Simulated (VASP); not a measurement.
A run of VASP 6.6.1 is set up as follows.

File INCAR:

```
SYSTEM = Bi3SbO3
PREC = Normal
ENCUT = 520
EDIFF = 1E-4
ISMEAR = 0
SIGMA = 0.15
LREAL = .False.
LASPH = .True.
NELM = 60
ALGO = Fast
ISIF = 3
LWAVE = .False.
LCHARG = .False.
GGA = PE
IBRION = 2
NSW = 24
EDIFFG = -0.08
```

The input KPOINTS:

```
regular mesh
0
Gamma
  3 3 3
  0 0 0
```

Contents of POSCAR:

```
Bi3SbO3
1.0
    5.4530308000      0.0000000000      0.0000000000
    0.0000000000      5.4530308000      0.0000000000
    0.0000000000      0.0000000000      5.4530308000
Sb Bi O
1 3 3
Direct
    0.5000000000      0.5000000000      0.5000000000
    0.0000000000      0.5000000000      0.5000000000
    0.5000000000      0.0000000000      0.5000000000
    0.5000000000      0.5000000000      0.0000000000
    0.0000000000      0.0000000000      0.5000000000
    0.5000000000      0.0000000000      0.0000000000
    0.0000000000      0.5000000000      0.0000000000
```

Potentials or basis: VASP PAW PBE potentials, release 64 (Sb, Bi_d, O).

The run is started by

```console
$ cat potpaw_PBE.64/Sb/POTCAR potpaw_PBE.64/Bi_d/POTCAR potpaw_PBE.64/O/POTCAR > POTCAR
$ mpirun -np 1 vasp_std > vasp.out
```

**Question.** Predict the band gap on the k mesh.

**Answer.** 0.57 eV, direct.

**Question.** What does it give for the relaxed cell?

**Answer.** a = 5.598 Å, b = 5.598 Å, c = 5.598 Å, α = 90.00°, β = 90.00°, γ = 90.00°.

Final structure:
```
Sb Bi O
1.0
     5.59844    0.00000    0.00000
     0.00000    5.59844    0.00000
     0.00000    0.00000    5.59844
Sb Bi O
1 3 3
Direct
  0.50000 0.50000 0.50000
  0.00000 0.50000 0.50000
  0.50000 0.00000 0.50000
  0.50000 0.50000 0.00000
  0.00000 0.00000 0.50000
  0.50000 0.00000 0.00000
  0.00000 0.50000 0.00000
```

Caveat: spin-orbit coupling is left out, which as a rule narrows the gap of such compounds by several tenths of an eV; an odd mesh through Γ misses points on the zone boundary, where band edges often lie.
